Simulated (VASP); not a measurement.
A run of VASP 6.6.1:

INCAR

```
SYSTEM = SrAl2Ge2
PREC = Accurate ; ENCUT = 600
EDIFF = 1E-6 ; ISMEAR = 0
SIGMA = 0.03 ; LREAL = .FALSE.
LASPH = .TRUE. ; NELM = 80
ALGO = Normal ; ISIF = 3
LWAVE = .FALSE. ; LCHARG = .FALSE.
GGA = PS ; IBRION = 2
NSW = 90 ; EDIFFG = -0.01
```

The input KPOINTS:

```
Automatic mesh
0
G
  9 9 5
  0 0 0
```

The input POSCAR:

```
SrAl2Ge2
1.0
    4.2279635190      0.0000000000      0.0000000000
   -2.1139817595      3.6615238137      0.0000000000
    0.0000000000      0.0000000000      7.4707449800
Sr Al Ge
1 2 2
Direct
    0.0000000000      0.0000000000      0.0000000000
    0.6666666700      0.3333333300      0.3761193300
    0.3333333300      0.6666666700      0.6238806700
    0.6666666700      0.3333333300      0.7259518000
    0.3333333300      0.6666666700      0.2740482000
```

Potentials or basis: VASP PAW PBE potentials, release 64 (Sr_sv, Al, Ge_d).

The run is started by

```bash
$ cat potpaw_PBE.64/Sr_sv/POTCAR potpaw_PBE.64/Al/POTCAR potpaw_PBE.64/Ge_d/POTCAR > POTCAR
$ mpirun -np 1 vasp_std > vasp.out
```

Hardware: 1 thread of Intel(R) Xeon(R) 6975P-C (Granite Rapids) (shared host).

Estimate the wall time of this run.

It took 8.2 min on 1 thread of Intel(R) Xeon(R) 6975P-C (Granite Rapids), with other jobs on the host, peak memory 0.4 GiB. Counts: scf iterations 47, k points 50, ion steps 7.
